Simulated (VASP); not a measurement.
```xyz
2
Lattice="0.0000 2.8583 2.8583 2.8583 0.0000 2.8583 2.8583 2.8583 0.0000" Properties=species:S:1:pos:R:3 pbc="T T T"
Ca     0.0000     0.0000     0.0000
S      2.8583     2.8583     2.8583
```

All values below come from PBE GGA, VASP's PBE PAW potentials (set 64) (plane waves; VASP 6.6.1). Settings: 520 eV cut-off, Gaussian smearing of 0.050 eV, potentials Ca_sv S.

Give the energies of bands 6 to 11 at the high-symmetry points, in eV from the valence-band maximum.

```csv
band,Γ,X,U,L,W
6,0.00,-2.25,-2.01,-3.05,-1.76
7,0.00,-0.80,-1.84,-1.13,-1.76
8,0.00,-0.80,-1.01,-1.13,-1.53
9,4.08,2.38,3.68,5.20,4.81
10,4.17,5.58,6.26,6.02,4.81
11,4.17,5.96,6.38,6.16,5.96
```

The gap is indirect, 2.38 eV, from the valence maximum at Γ to the conduction minimum at X.

Measured: gap 4.43 eV (computed value off by -2.05 eV), as given by David Waroquiers et al., Physical Review B (2013), arXiv:1302.6756.

The compound is CaS in the rock salt structure. It was relaxed first.
